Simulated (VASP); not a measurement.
Output of a VASP run:

File OSZICAR:
```
       N       E                     dE             d eps       ncg     rms          rms(c)
DAV:   1     0.803815470602E+02    0.80382E+02   -0.93590E+03   762   0.197E+03
DAV:   2    -0.287428860726E+01   -0.83256E+02   -0.80226E+02   819   0.342E+02
DAV:   3    -0.925200533066E+01   -0.63777E+01   -0.63473E+01   914   0.766E+01
DAV:   4    -0.938215317546E+01   -0.13015E+00   -0.13006E+00   934   0.117E+01
DAV:   5    -0.938535905743E+01   -0.32059E-02   -0.32058E-02   947   0.150E+00    0.425E+00
DAV:   6    -0.914210487078E+01    0.24325E+00   -0.46856E-01  1141   0.129E+01    0.280E+00
DAV:   7    -0.911537261386E+01    0.26732E-01   -0.11658E-01   968   0.255E+00    0.113E+00
DAV:   8    -0.911544373143E+01   -0.71118E-04   -0.14707E-02   894   0.183E+00    0.169E-01
DAV:   9    -0.911581307724E+01   -0.36935E-03   -0.16158E-03   966   0.702E-01    0.885E-02
DAV:  10    -0.911587517163E+01   -0.62094E-04   -0.12999E-04  1117   0.126E-01    0.409E-02
DAV:  11    -0.911594736293E+01   -0.72191E-04   -0.10607E-04   804   0.106E-01    0.621E-03
DAV:  12    -0.911594672193E+01    0.64101E-06   -0.42657E-06   954   0.350E-02
   1 F= -.91159467E+01 E0= -.91159467E+01  d E =-.911595E+01
       N       E                     dE             d eps       ncg     rms          rms(c)
DAV:   1    -0.941920035845E+01   -0.30325E+00   -0.41702E+00   994   0.452E+01    0.317E+00
DAV:   2    -0.919097236887E+01    0.22823E+00   -0.37966E-01   964   0.137E+01    0.150E+00
DAV:   3    -0.912920109949E+01    0.61771E-01   -0.91973E-02  1009   0.645E+00    0.299E-01
DAV:   4    -0.912442859562E+01    0.47725E-02   -0.77100E-03   884   0.155E+00    0.138E-01
DAV:   5    -0.912350318309E+01    0.92541E-03   -0.57655E-04   984   0.354E-01    0.504E-02
DAV:   6    -0.912346683704E+01    0.36346E-04   -0.85208E-05   924   0.178E-01    0.241E-02
DAV:   7    -0.912346646968E+01    0.36736E-06   -0.11848E-05   924   0.726E-02    0.104E-02
DAV:   8    -0.912346691422E+01   -0.44454E-06   -0.23018E-06   725   0.163E-02
   2 F= -.91234669E+01 E0= -.91234669E+01  d E =-.752019E-02
       N       E                     dE             d eps       ncg     rms          rms(c)
DAV:   1    -0.915526934390E+01   -0.31803E-01   -0.39653E-01   989   0.129E+01    0.103E+00
DAV:   2    -0.913185949655E+01    0.23410E-01   -0.43768E-02   959   0.536E+00    0.463E-01
DAV:   3    -0.912604028737E+01    0.58192E-02   -0.70201E-03   994   0.178E+00    0.110E-01
DAV:   4    -0.912552795171E+01    0.51234E-03   -0.66387E-04   834   0.380E-01    0.454E-02
DAV:   5    -0.912543735275E+01    0.90599E-04   -0.58499E-05  1032   0.115E-01    0.123E-02
DAV:   6    -0.912543670263E+01    0.65012E-06   -0.31108E-06   774   0.241E-02
   3 F= -.91254367E+01 E0= -.91254367E+01  d E =-.948998E-02
```

**OUTCAR**
```
------------------------ aborting loop because EDIFF is reached ----------------------------------------
  FORCE on cell =-STRESS in cart. coord.  units (eV):
  Direction    XX          YY          ZZ          XY          YZ          ZX
  --------------------------------------------------------------------------------------
  Total        0.0133467      0.0133467      0.0133467     -0.0000000      0.0000000     -0.0000000
  in kB        0.5124631      0.5124631      0.5124631     -0.0000000      0.0000000     -0.0000000
  external PRESSURE =       0.5124631 kB  Pullay stress =       0.0000000 kB
  volume of cell :       41.73
      direct lattice vectors                 reciprocal lattice vectors
    -0.000000000  2.752944331  2.752944331    -0.181623724  0.181623724  0.181623724
     2.752944331  0.000000000  2.752944331     0.181623724 -0.181623724  0.181623724
     2.752944331  2.752944331 -0.000000000     0.181623724  0.181623724 -0.181623724
  FREE ENERGIE OF THE ION-ELECTRON SYSTEM (eV)
  ---------------------------------------------------
  free  energy   TOTEN  =        -9.1254367026 eV

  energy  without entropy=       -9.1254367026  energy(sigma->0) =       -9.12543670

 reached required accuracy - stopping structural energy minimisation
```
(Selected blocks of OUTCAR.)

**POSCAR**
```
GaP
1
    0.0000000000     2.7250000000     2.7250000000
    2.7250000000     0.0000000000     2.7250000000
    2.7250000000     2.7250000000     0.0000000000
Ga P
1 1
Direct
  0.0000000000   0.0000000000   0.0000000000
  0.2500000000   0.2500000000   0.2500000000
```

### Question
Reconstruct the remaining input files.

### Answer
Several could match; the one computed here: the input of the run itself, PBE GGA, plane waves, VASP's PBE PAW potentials (set 64).

### KPOINTS
```
Automatic mesh
0
Gamma
8 8 8
0 0 0
```

INCAR:
```
ALGO = Normal   ! blocked Davidson
ISMEAR = 0   ! Gaussian
EDIFFG = -0.01   ! ionic stop
SYSTEM = GaP
ENCUT = 520   ! plane-wave cut-off (eV)
NELM = 100
SIGMA = 0.05   ! width (eV)
ISIF = 3   ! ions, shape and volume
LREAL = .False.
NSW = 60   ! most ionic steps
PREC = Accurate
EDIFF = 1E-6   ! SCF stop (eV)
GGA = PE   ! PBE
LCHARG = .False.
LMAXMIX = 4
LASPH = .True.
LWAVE = .False.
IBRION = 2
```

POTCAR, in this order: Ga_d P (PBE.64 set). Program: vasp_std.

Energy and stress use the plane-wave basis of the starting cell.

The compound is GaP in the zinc blende structure. This run relaxes it. Symmetry was kept, so distortions that lower it aren't found.
